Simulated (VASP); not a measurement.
Here is the system:

```
CSi
1.0
    0.00000     2.16348     2.16348
    2.16348     0.00000     2.16348
    2.16348     2.16348     0.00000
Si C
1 1
Direct
  0.00000   0.00000   0.00000
  0.25000   0.25000   0.25000
```

These are PBEsol GGA, VASP's PBE PAW potentials (set 64) (plane waves; VASP) values and carry that method's errors. Run with 600 eV cut-off, 10×10×10 Γ-centred mesh, Gaussian smearing of 0.050 eV, potentials Si C.

### Question
What does the run give for the energy per atom (σ→0), pressure, band gap (on the k-mesh) with the smallest direct gap where there is one?

### Answer

```yaml
band gap (on the k-mesh): 1.21 eV
smallest direct gap (on the k-mesh): 4.47 eV
energy per atom (σ→0): -767.5 kJ/mol-atom
pressure: 4.99 GPa
```

Only differences to runs with the same potentials and settings are physical.

The compound is SiC in the zinc blende structure. It was relaxed first under an external pressure of 5 GPa.
